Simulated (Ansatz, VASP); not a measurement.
# Ni (Ni(110)) in two plane-wave programs, part 2 of 2

One calculation is typed for both programs; each brings its own data sets. How far apart do they land? The cell is taken from a series of runs on this material, whose earlier steps may have relaxed, scaled, displaced or heated it; both programs get it as it stands.

VASP 6.6.1 and Ansatz 0.2.0.

So far: The structure; Ansatz: single point, PBE.

### 3. VASP: single point, PBE

Level of this step: PBE, spin-polarised from a ferromagnetic start; plane waves and PAW (Ni) (VASP).

The same cell, functional, mesh and smearing now go to VASP, with its own data sets.

Lines of VASP's logs that name or quote its potential files are left out, and so is its time.

Input file INCAR:

```
SYSTEM = Ni
PREC = Accurate
ENCUT = 520
EDIFF = 1E-06
NELM = 200
ISMEAR = -1
SIGMA = 0.1
LREAL = .FALSE.
ALGO = Normal
GGA = PE
NBANDS = 49
ISPIN = 2
MAGMOM = 0.8 0.7 0.69 0.66 0.69 0.7 0.8
LASPH = .TRUE.
LMAXMIX = 4
LORBIT = 11
LWAVE = .FALSE.
LCHARG = .FALSE.
ISIF = 2
LDIPOL = .TRUE.
IDIPOL = 3
DIPOL = 0.5 0.5 0.5
LVHAR = .TRUE.
GGA_COMPAT = .FALSE.
NELMDL = -8
KPAR = 2
```

Input file POSCAR:

```
Ni
1.0
    3.5200000000      0.0000000000      0.0000000000
    0.0000000000      2.4890158698      0.0000000000
    0.0000000000      0.0000000000     33.4670476093
Ni
7
Direct
    0.0000000000      0.0000000000      0.3884417936
    0.5000000000      0.5000000000      0.4256278624
    0.0000000000      0.0000000000      0.4628139312
    0.5000000000      0.5000000000      0.5000000000
    0.0000000000      0.0000000000      0.5371860688
    0.5000000000      0.5000000000      0.5743721376
    0.0000000000      0.0000000000      0.6115582064
```

Input file KPOINTS:

```
Automatic mesh
0
Gamma
12 16 1
0 0 0
```

PAW data sets: Ni (PBE family, release 64).

On the command line:

```console
> mpirun -np 2 vasp_std
```

Numbers of over 12 decimals in the logs are rounded to 6 here.

What it wrote:

```text
[banner, memory and clock lines left out]
running    2 mpi-ranks, on    1 nodes
 distrk:  each k-point on    1 cores,    2 groups
 distr:  one band on    1 cores,    1 groups

 POSCAR found type information on POSCAR Ni
 POSCAR found :  1 types and       7 ions
 LDA part: xc-table for (Slater+PW92), standard interpolation
 POSCAR, INCAR and KPOINTS ok, starting setup
 FFT: planning ... GRIDC
 FFT: planning ... GRID_SOFT
 FFT: planning ... GRID
 WAVECAR not read
 entering main loop
       N       E                     dE             d eps       ncg     rms          rms(c)
DAV:   1     0.480725709494E+03    0.48073E+03   -0.29754E+04 12356   0.139E+03
DAV:   2    -0.101951500983E+02   -0.49092E+03   -0.46790E+03 12596   0.316E+02
DAV:   3    -0.420336394703E+02   -0.31838E+02   -0.30429E+02 13630   0.117E+02
DAV:   4    -0.425863825024E+02   -0.55274E+00   -0.55144E+00 14380   0.174E+01
DAV:   5    -0.425982411888E+02   -0.11859E-01   -0.11858E-01 18992   0.154E+00
DAV:   6    -0.425984868835E+02   -0.24569E-03   -0.24569E-03 16719   0.189E-01
DAV:   7    -0.425985022448E+02   -0.15361E-04   -0.15361E-04 18324   0.338E-02
DAV:   8    -0.425985029300E+02   -0.68522E-06   -0.68524E-06 10747   0.569E-03    0.250E+01
DAV:   9    -0.493097397781E+02   -0.67112E+01   -0.79704E+01 14235   0.149E+02    0.448E+01
DAV:  10    -0.440636509188E+02    0.52461E+01   -0.10097E+02 14057   0.132E+02    0.315E+01
DAV:  11    -0.402500707883E+02    0.38136E+01   -0.24902E+01 15552   0.910E+01    0.289E+01
DAV:  12    -0.373046889764E+02    0.29454E+01   -0.14874E+01 15361   0.739E+01    0.187E+01
DAV:  13    -0.399119215657E+02   -0.26072E+01   -0.13443E+01 14496   0.818E+01    0.358E+01
DAV:  14    -0.360146036043E+02    0.38973E+01   -0.26153E+01 13917   0.490E+01    0.115E+01
[...]
DAV:  39    -0.359373096638E+02   -0.41333E-04   -0.15716E-06  9056   0.113E-02    0.588E-03
DAV:  40    -0.359373358245E+02   -0.26161E-04   -0.16445E-06  9306   0.102E-02    0.416E-03
DAV:  41    -0.359373636872E+02   -0.27863E-04   -0.29563E-07  8561   0.595E-03    0.463E-03
DAV:  42    -0.359373939140E+02   -0.30227E-04   -0.95650E-08  8400   0.346E-03    0.301E-03
DAV:  43    -0.359374154716E+02   -0.21558E-04   -0.85421E-08  8664   0.209E-03    0.196E-03
DAV:  44    -0.359374206315E+02   -0.51599E-05   -0.24110E-08  8454   0.159E-03    0.755E-04
DAV:  45    -0.359374229405E+02   -0.23089E-05   -0.28039E-08  8157   0.143E-03    0.641E-04
DAV:  46    -0.359374238204E+02   -0.87994E-06   -0.12884E-08  7953   0.827E-04
   1 F= -.35937424E+02 E0= -.35720061E+02  d E =-.434725E+00  mag=     4.7142
```

OUTCAR, selected parts (step 3):

```text
ion  position               nearest neighbor table
   1  0.000  0.000  0.388-   2 2.49   2 2.49   2 2.49   2 2.49   3 2.49
   2  0.500  0.500  0.426-   1 2.49   1 2.49   1 2.49   1 2.49   3 2.49   3 2.49   3 2.49   3 2.49
                             4 2.49
   3  0.000  0.000  0.463-   4 2.49   4 2.49   4 2.49   4 2.49   2 2.49   2 2.49   2 2.49   2 2.49
                             5 2.49   1 2.49
   4  0.500  0.500  0.500-   3 2.49   5 2.49   3 2.49   5 2.49   3 2.49   5 2.49   3 2.49   5 2.49
                             2 2.49   6 2.49
   5  0.000  0.000  0.537-   4 2.49   4 2.49   4 2.49   4 2.49   6 2.49   6 2.49   6 2.49   6 2.49
                             3 2.49   7 2.49
   6  0.500  0.500  0.574-   7 2.49   7 2.49   7 2.49   7 2.49   5 2.49   5 2.49   5 2.49   5 2.49
                             4 2.49
   7  0.000  0.000  0.612-   6 2.49   6 2.49   6 2.49   6 2.49   5 2.49

  LATTYP: Found a simple orthorhombic cell.
 ALAT       =     2.4890158698
 B/A-ratio  =     1.4142135624
 C/A-ratio  =    13.4458956310

 Subroutine GETGRP returns: Found  8 space group operations
 (whereof  8 operations were pure point group operations)

The static configuration has the point symmetry D_2h.

 Found     63 irreducible k-points:

   k-points           NKPTS =     63   k-points in BZ     NKDIM =     63   number of bands    NBANDS=     49

   dimension x,y,z NGX =    28 NGY =   20 NGZ =  250
   dimension x,y,z NGXF=    56 NGYF=   40 NGZF=  500

   ENCUT  =  520.0 eV  38.22 Ry    6.18 a.u.   6.54  4.63 62.23*2*pi/ulx,y,z

   NELECT =      70.0000    total number of electrons

 k-points in reciprocal lattice and weights: Automatic mesh
   0.00000000  0.00000000  0.00000000       0.005
   0.08333333  0.00000000  0.00000000       0.010
   0.16666667  0.00000000  0.00000000       0.010
   0.25000000  0.00000000  0.00000000       0.010
   0.33333333  0.00000000  0.00000000       0.010
   0.41666667  0.00000000  0.00000000       0.010
   0.50000000  0.00000000  0.00000000       0.005
   0.00000000  0.06250000  0.00000000       0.010
   0.08333333  0.06250000  0.00000000       0.021
[...]
0.41666667  0.50000000  0.00000000       0.010
   0.50000000  0.50000000  0.00000000       0.005

 dipolmoment           0.000000      0.000000     -0.000000 electrons x Angstroem

 average (electrostatic) potential at core
       1 -91.8876       2 -92.2104       3 -92.2626       4 -92.2135       5 -92.2626
       6 -92.2104       7 -91.8876

 E-fermi :  -0.8743

 spin component 1
 k-point     1 :       0.0000    0.0000    0.0000
  band No.  band energies     occupation
    ...
     35      -1.5781      0.99912
     36      -1.5010      0.99810
     37      -1.4752      0.99755
     38      -1.3644      0.99262
     39      -1.2150      0.96790
     40       0.2601      0.00001
     41       2.1589      0.00000
     42       2.4353      0.00000
     43       3.3768      0.00000
     44       3.7307      0.00000
    ...

 k-point     2 :       0.0833    0.0000    0.0000
  band No.  band energies     occupation
    ...
     35      -1.6184      0.99941
     36      -1.5271      0.99854
     37      -1.4457      0.99671
     38      -1.3827      0.99384
     39      -1.2086      0.96585
     40       0.2848      0.00001
     41       1.9213      0.00000
     42       2.1908      0.00000
     43       3.4514      0.00000
     44       3.7162      0.00000
    ...

 k-point     3 :       0.1667    0.0000    0.0000
  band No.  band energies     occupation
    ...
     35      -1.5796      0.99914
     36      -1.5460      0.99879
     37      -1.4205      0.99577
     38      -1.4201      0.99576
     39      -1.1848      0.95708
     40       0.3604      0.00000
     41       0.8267      0.00000
     42       2.1509      0.00000
     43       2.5839      0.00000
     44       3.6011      0.00000
    ...

 k-point     4 :       0.2500    0.0000    0.0000
  band No.  band energies     occupation
    ...
     35      -1.5471      0.99880
     36      -1.5435      0.99876
     37      -1.4342      0.99631
     38      -1.4202      0.99576
     39      -1.1341      0.93068
     40      -0.3101      0.00353
     41       0.4770      0.00000
     42       1.0664      0.00000
     43       2.3737      0.00000
     44       2.6685      0.00000
    ...

 k-point     5 :       0.3333    0.0000    0.0000
  band No.  band energies     occupation
    ...
     36      -1.5136      0.99833
     37      -1.4464      0.99673
     38      -1.4268      0.99603
     39      -1.2088      0.96591
     40      -1.0419      0.84228
     41      -0.0667      0.00031
     42       0.4897      0.00000
     43       1.5455      0.00000
     44       2.0396      0.00000
     45       4.5615      0.00000
    ...

 k-point     6 :       0.4167    0.0000    0.0000
  band No.  band energies     occupation
    ...
     36      -1.5283      0.99856
     37      -1.5063      0.99820
     38      -1.4555      0.99702
     39      -1.4399      0.99652
     40      -0.9930      0.76610
     41      -0.8134      0.35218
     42      -0.1695      0.00087
     43       1.2529      0.00000
     44       1.4006      0.00000
     45       4.9738      0.00000
    ...

  Total       -3.1128580     -2.7167041     -1.7547077      0.0000000      0.0000000      0.0000000
  in kB      -17.0091325    -14.8444869     -9.5879914      0.0000000      0.0000000      0.0000000
  external PRESSURE =     -13.8138703 kB  Pullay stress =       0.0000000 kB

  energy-cutoff  :      520.00
  volume of cell :      293.22
      direct lattice vectors                 reciprocal lattice vectors
     3.520000000  0.000000000  0.000000000     0.284090909  0.000000000  0.000000000
     0.000000000  2.489015870  0.000000000     0.000000000  0.401765217  0.000000000
     0.000000000  0.000000000 33.467047609     0.000000000  0.000000000  0.029880138

 POSITION                                       TOTAL-FORCE (eV/Angst)
 -----------------------------------------------------------------------------------
      0.00000      0.00000     13.00000         0.000000      0.000000      0.594801
      1.76000      1.24451     14.24451         0.000000     -0.000000     -0.487482
      0.00000      0.00000     15.48902        -0.000000      0.000000     -0.106770
      1.76000      1.24451     16.73352         0.000000      0.000000      0.000000
      0.00000      0.00000     17.97803         0.000000      0.000000      0.106770
      1.76000      1.24451     19.22254         0.000000      0.000000      0.487482
      0.00000      0.00000     20.46705         0.000000      0.000000     -0.594801
 -----------------------------------------------------------------------------------
    total drift:                                0.000000     -0.000000      0.000000

  FREE ENERGIE OF THE ION-ELECTRON SYSTEM (eV)
  ---------------------------------------------------
  free  energy   TOTEN  =       -35.9374238204 eV

  energy  without entropy=      -35.5026988698  energy(sigma->0) =      -35.72006135

 vacuum level on the upper side and lower side of the slab         3.647         3.647

 total charge
# of ion       s       p       d       tot
------------------------------------------
    1        0.462   0.291   8.320   9.073
    2        0.491   0.465   8.299   9.255
    3        0.495   0.493   8.313   9.301
    4        0.496   0.493   8.319   9.308
    5        0.495   0.493   8.313   9.301
    6        0.491   0.465   8.299   9.255
    7        0.462   0.291   8.320   9.073
--------------------------------------------------
tot          3.392   2.991  58.184  64.567

 magnetization (x)
# of ion       s       p       d       tot
------------------------------------------
    1        0.000  -0.014   0.781   0.767
    2       -0.007  -0.025   0.692   0.661
    3       -0.007  -0.024   0.680   0.650
    4       -0.006  -0.023   0.653   0.624
    5       -0.007  -0.024   0.680   0.650
    6       -0.007  -0.025   0.692   0.661
    7        0.000  -0.014   0.781   0.767
--------------------------------------------------
tot         -0.031  -0.148   4.960   4.780

[... 6 further parts left out ...]
```

### 4. Comparison

Known differences besides the potentials themselves: VASP starts from the moments at which Ansatz ended; the data sets hold 126 valence electrons in Ansatz (on its default PAW (the set named soft_2) files) and 70 in VASP; the cutoff is 420 eV in Ansatz and 520 eV in VASP; site moments are counted in spheres of each program's own size. Total energies have different zeros and are not compared.

Compared:

```csv
quantity,Ansatz,VASP,difference
total moment (μB),4.83,4.71,+0.11
moment on Ni1 (μB),0.80,0.77,+0.03
moment on Ni7 (μB),0.80,0.77,+0.03
moment on Ni6 (μB),0.70,0.66,+0.04
moment on Ni2 (μB),0.70,0.66,+0.04
moment on Ni5 (μB),0.69,0.65,+0.04
moment on Ni3 (μB),0.69,0.65,+0.04
moment on Ni4 (μB),0.66,0.62,+0.04
"work function, lower of the two faces (eV)",4.53,4.52,+0.01
"work function, higher of the two faces (eV)",4.53,4.52,+0.01
```

Where the cell holds vacuum, a pressure given here is an average over it and none of the material.

### 5. What came out

```
difference in work function, higher of the two faces (single point, PBE) : 0.013 eV
```

What this shows: The difference in work function, higher of the two faces is 0.013 eV (single point, PBE). The data sets hold unlike numbers of valence electrons (126 in Ansatz and 70 in VASP), so part of the differences may come from the potentials. How closely two codes agree says nothing of how well the functional describes the real material.

[Lines on the potential files, build, host, timing and source positions are cut from VASP's logs without a mark.]

[Logs are printed without paths, hosts, clocks, repeated set-up lines and the standing remarks that a program may print on its own settings, such as how far it seeks lower states.]

[Hosts, paths, dates, database ids (printed as entryN), source tags and the programs' standing remarks are cut or masked in the printed files.]
